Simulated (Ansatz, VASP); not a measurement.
# GaSi2: VASP beside Ansatz

The input INCAR:

```
SYSTEM = GaSi2
PREC = Accurate
ENCUT = 600
EDIFF = 1E-6
ISMEAR = 0
SIGMA = 0.1
LREAL = .FALSE.
LASPH = .TRUE.
NELM = 100
ALGO = Normal
ISIF = 3
LWAVE = .FALSE.
LCHARG = .FALSE.
GGA = PE
IBRION = 2
NSW = 100
EDIFFG = -0.01
```

Contents of KPOINTS:

```
regular mesh
0
G
  12 12 10
  0 0 0
```

POSCAR

```
GaSi2
1.0
    3.7623754046      0.0000000000      0.0000000000
   -1.8811877023      3.2583126789      0.0000000000
    0.0000000000      0.0000000000      5.0564990701
Ga Si
1 2
Direct
    0.0000000000      0.0000000000      0.0000000000
    0.6666666667      0.3333333333      0.7399297811
    0.6666666667      0.3333333333      0.2600702189
```

Input for Ansatz:

```yaml
crystal:
  lattice:
    - [3.7623754046, 0.0, 0.0]
    - [-1.8811877023, 3.2583126789, 0.0]
    - [0.0, 0.0, 5.0564990701]
  atoms:
    - { symbol: Ga, position: [0.0, 0.0, 0.0] }
    - { symbol: Si, position: [0.6666666667, 0.3333333333, 0.7399297811] }
    - { symbol: Si, position: [0.6666666667, 0.3333333333, 0.2600702189] }
basis:
  ecutwfc: 420
kpoints:
  mp_grid: { grid: [12, 12, 10] }
hamiltonian:
  xc: pbe
scf:
  occupations: { method: gaussian, width: 0.1 }
output:
  forces: true
  stress: true
  eigenvalues: true
relax:
  adjacent_minimum: "off"
  f_tol: 0.01
  max_steps: 80
  cell: { stress_tol: 0.05 }
```

Alike in both runs: task relaxation of cell and atoms; functional PBE; k mesh 12 × 12 × 10; occupations gaussian, width 0.1 eV; no spin polarisation.

|  | VASP | Ansatz |
| --- | --- | --- |
| version | VASP 6.6.1 | Ansatz 0.2.0 |
| potentials or method | VASP PAW PBE potentials, release 64 (Ga_d, Si) | scalar-relativistic, plane waves, PAW |
| plane-wave cutoff (eV) | 600 | 420 |
| valence electrons in the cell | 21 | 21 |

Ansatz gave:

* gap on the k mesh at the Fermi level, each at its own relaxed structure (eV): none
* relaxed volume (Å³/atom): 20.83
* relaxed cell length with the largest relative difference (Å): 3.819
* energy change over the relaxation (meV/atom): -8

Problem. Estimate VASP's values.

Solution. gap on the k mesh at the Fermi level, each at its own relaxed structure (eV): none; relaxed volume (Å³/atom): 20.84; relaxed cell length with the largest relative difference (Å): 3.820; energy change over the relaxation (meV/atom): -8.

A gap of «none» marks a metal or a gap that the smearing closes.
